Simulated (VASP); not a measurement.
Here is a VASP 6.6.1 calculation.

INCAR

```
  ALGO = Fast
  EDIFF = 1E-4
  EDIFFG = -0.08
  ENCUT = 520
  GGA = PE
  IBRION = 2
  ISIF = 3
  ISMEAR = 0
  LASPH = T
  LCHARG = F
  LREAL = F
  LWAVE = F
  NELM = 60
  NSW = 24
  PREC = Normal
  SIGMA = 0.15
```

The input KPOINTS:

```
k-points
0
Gamma
  4 4 4
```

POSCAR

```
Ti2Te2S
1.0
   -2.3000000000      2.3000000000      5.4500000000
    2.3000000000     -2.3000000000      5.4500000000
    2.3000000000      2.3000000000     -5.4500000000
Ti Te S
2 2 1
Direct
    0.5000000000      0.0000000000      0.5000000000
    0.0000000000      0.5000000000      0.5000000000
    0.3500000000      0.3500000000      0.0000000000
    0.6500000000      0.6500000000      0.0000000000
    0.0000000000      0.0000000000      0.0000000000
```

Potentials or basis: VASP PAW PBE potentials, release 64 (Ti_sv, Te, S).

Run with:

```bash
$ cat potpaw_PBE.64/Ti_sv/POTCAR potpaw_PBE.64/Te/POTCAR potpaw_PBE.64/S/POTCAR > POTCAR
$ mpirun -np 1 vasp_std > vasp.out
```

**Question.** Estimate the relaxed cell.

**Answer.** a = 7.038 Å, b = 7.038 Å, c = 7.038 Å, α = 141.82°, β = 141.82°, γ = 55.10°.

**Question.** Estimate the space group after relaxing (to 0.05 Å).

**Answer.** I4/mmm (No. 139).

**Question.** Predict the band gap on the k mesh.

**Answer.** None (metal or under the smearing width).

Stress tensor (GPa, compression positive):
```
-0.14  0.00  0.00
 0.00 -0.14  0.00
 0.00  0.00  0.17
```

Caveat: the k mesh is coarse (spacing up to 0.48 Å⁻¹), so the values aren't converged. The run has no spin-orbit coupling, so splittings on Te are missing.
